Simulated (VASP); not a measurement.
Data:

```
CELL_PARAMETERS angstrom
      0.00000     3.28427     3.28427
      3.28427     0.00000     3.28427
      3.28427     3.28427     0.00000
ATOMIC_POSITIONS crystal
  Te 0.50000 0.50000 0.50000
  Pb 0.00000 0.00000 0.00000
```

The numbers are results of PBE GGA, VASP's PBE PAW potentials (set 64) (plane waves; VASP 6.6.1), not measurements. Numerical set-up: 520 eV cut-off, 7×7×7 Γ-centred mesh, Gaussian smearing of 0.050 eV, potentials Te Pb_d.

Question: Give the energy at these volumes per atom, relative to the lowest: 33.27, 34.33, 35.39, 36.46, 37.52 Å³.

Answer: 17.7, 4.3, 0.0, 3.4, 13.4 meV/atom. A third-order Birch-Murnaghan fit gives B0 = 38.5 GPa and B0′ = 4.5.

Measured: bulk modulus 39.8 GPa at 300 K (computed value off by -3.2 %), as given by Kerstin Hummer et al., Physical Review B (2007), doi:10.1103/physrevb.75.195211; a 6.438 Å at 120 K (computed value off by +2.0 %), as given by Noda, Masumoto, Ohba, Saito, Toriumi, Iwata, Shibuya, Acta Cryst. C 43, 1443 (1987), by a structure database's card. The calculation is for a static lattice, while the measured bulk modulus, a hold thermal and zero-point effects, which are part of the difference.

The compound is PbTe in the rock salt structure. It was relaxed first, which changed the volume by +5 %.
